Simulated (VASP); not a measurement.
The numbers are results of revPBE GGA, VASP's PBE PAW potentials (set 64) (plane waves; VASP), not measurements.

The input files of a VASP run:

INCAR:
```
! general
SYSTEM = SiC
PREC   = Accurate
ENCUT  = 520
LREAL  = F
LASPH  = T

! electronic loop
EDIFF  = 1E-6
NELM   = 100
ALGO   = Normal

! smearing
ISMEAR = 0
SIGMA  = 0.05

! functional
GGA    = RE

! ions
IBRION = 2
NSW    = 60
ISIF   = 3
EDIFFG = -0.01

! output
LWAVE  = F
LCHARG = F
```

### KPOINTS
```
Automatic
0
G
9 9 9
0 0 0
```

File POSCAR:
```
SiC
1
    0.0000000000     2.1968794971     2.1968794971
    2.1968794971     0.0000000000     2.1968794971
    2.1968794971     2.1968794971    -0.0000000000
Si C
1 1
Direct
  0.0000000000   0.0000000000   0.0000000000
  0.2500000000   0.2500000000   0.2500000000
```

POTCAR, in this order: Si C (PBE.64 set). Program: vasp_std.

What VASP printed:

OSZICAR:
```
       N       E                     dE             d eps       ncg     rms          rms(c)
DAV:   1     0.581393113275E+01    0.58139E+01   -0.41681E+03   568   0.845E+02
DAV:   2    -0.158412367751E+02   -0.21655E+02   -0.20997E+02   856   0.111E+02
DAV:   3    -0.161787947194E+02   -0.33756E+00   -0.33756E+00   576   0.174E+01
DAV:   4    -0.161802268048E+02   -0.14321E-02   -0.14321E-02   984   0.124E+00
DAV:   5    -0.161802269510E+02   -0.14616E-06   -0.14616E-06   576   0.117E-02    0.894E+00
DAV:   6    -0.144981563722E+02    0.16821E+01   -0.71422E+00   616   0.150E+01    0.411E+00
DAV:   7    -0.144539070925E+02    0.44249E-01   -0.33511E-01   864   0.409E+00    0.184E+00
DAV:   8    -0.144503046519E+02    0.36024E-02   -0.17040E-02   560   0.127E+00    0.181E-01
DAV:   9    -0.144508430454E+02   -0.53839E-03   -0.96772E-04   888   0.279E-01    0.124E-01
DAV:  10    -0.144510196076E+02   -0.17656E-03   -0.30450E-04   744   0.145E-01    0.202E-02
DAV:  11    -0.144510215699E+02   -0.19623E-05   -0.61059E-05   736   0.481E-02    0.491E-03
DAV:  12    -0.144510220648E+02   -0.49495E-06   -0.20671E-06   520   0.122E-02
   1 F= -.14451022E+02 E0= -.14451022E+02  d E =-.144510E+02
```

File OUTCAR:
```
------------------------ aborting loop because EDIFF is reached ----------------------------------------
  FORCE on cell =-STRESS in cart. coord.  units (eV):
  Direction    XX          YY          ZZ          XY          YZ          ZX
  --------------------------------------------------------------------------------------
  Total       -0.0006748     -0.0006748     -0.0006748      0.0000000      0.0000000      0.0000000
  in kB       -0.0509826     -0.0509826     -0.0509826      0.0000000      0.0000000      0.0000000
  external PRESSURE =      -0.0509826 kB  Pullay stress =       0.0000000 kB
  volume of cell :       21.21
      direct lattice vectors                 reciprocal lattice vectors
     0.000000000  2.196879497  2.196879497    -0.227595551  0.227595551  0.227595551
     2.196879497  0.000000000  2.196879497     0.227595551 -0.227595551  0.227595551
     2.196879497  2.196879497  0.000000000     0.227595551  0.227595551 -0.227595551
  FREE ENERGIE OF THE ION-ELECTRON SYSTEM (eV)
  ---------------------------------------------------
  free  energy   TOTEN  =       -14.4510220648 eV

  energy  without entropy=      -14.4510220648  energy(sigma->0) =      -14.45102206

 reached required accuracy - stopping structural energy minimisation
```
(Selected blocks of OUTCAR.)

The compound is SiC in the zinc blende structure. It was relaxed first. The start is the result of an earlier pass.
